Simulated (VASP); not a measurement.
Input of a VASP 6.6.1 run:

POSCAR

```
H8SO6
1.0
    5.7889600000      0.0000000000      0.0000000000
    0.0000000000      5.7889600000      0.0000000000
    0.0000000000      0.0000000000      5.7889600000
O H S
6 8 1
Direct
    0.7107321522      0.6190403803      0.8029594262
    0.7320658633      0.1372958182      0.1085514497
    0.3042169923      0.9120982007      0.9801587850
    0.9525372433      0.7489255410      0.2409586523
    0.3810356264      0.4471269451      0.3451397142
    0.1157893646      0.1467275642      0.5011953788
    0.6160001106      0.7584954811      0.7751305934
    0.7307184710      0.5478877035      0.6460227744
    0.6633834057      0.1507006440     -0.0358268152
    0.7797600951      0.2842824963      0.1498369310
    0.2245481054      0.9858765650      0.8661832177
    0.1922106907      0.8518455819      1.0662536967
    1.0002314751      0.7703456234      0.4001409580
    0.8222202261      0.8570969570      0.1977557281
    0.3470571571      0.2075502335      0.4248258755
```

File INCAR.step1:

```
SYSTEM = H8SO6
  ALGO = Normal
  EDIFF = 1E-4
  ENCUT = 520
  GGA = PE
  ISMEAR = -1
  LASPH = .True.
  LCHARG = .False.
  LREAL = Auto
  LWAVE = .True.
  NBANDS = 38
  NELM = 100
  PREC = Accurate
  SIGMA = 0.02
```

Contents of INCAR.step2:

```
SYSTEM = H8SO6
  ALGO = Normal
  EDIFF = 1E-7
  ENCUT = 520
  ISIF = 2
  ISMEAR = -1
  ISTART = 1
  IVDW = 12
  LASPH = .True.
  LCHARG = .False.
  LMIXTAU = .True.
  LREAL = Auto
  LWAVE = .False.
  METAGGA = R2SCAN
  NBANDS = 38
  NELM = 100
  PREC = Accurate
  SIGMA = 0.02
  VDW_A1 = 0.49484001
  VDW_A2 = 5.73083694
  VDW_S6 = 1.0
  VDW_S8 = 0.78981345
```

File KPOINTS:

```
k-points
0
Gamma
  1 1 1
  0 0 0
```

Potentials or basis: VASP PAW PBE potentials, release 64 (O, H, S).

Run with:

```bash
$ cat potpaw_PBE.64/O/POTCAR potpaw_PBE.64/H/POTCAR potpaw_PBE.64/S/POTCAR > POTCAR
$ cp INCAR.step1 INCAR
$ mpirun -np 1 vasp_gam > vasp.out
$ cp INCAR.step2 INCAR
$ mpirun -np 1 vasp_gam > vasp.out
```

Task: What does it give for the largest force?

Result: 6.114 eV/Å.

Task: Estimate the band gap on the k mesh.

Result: 2.59 eV, direct.

Stress tensor (GPa, compression positive):
```
 1.04  1.54  0.11
 1.54 -1.85 -0.99
 0.11 -0.99  1.58
```

Caveat: the PAW data sets were made with another functional, which shifts forces and pressure a little. r2SCAN opens gaps a little over a GGA but as a rule still falls short of measured ones.
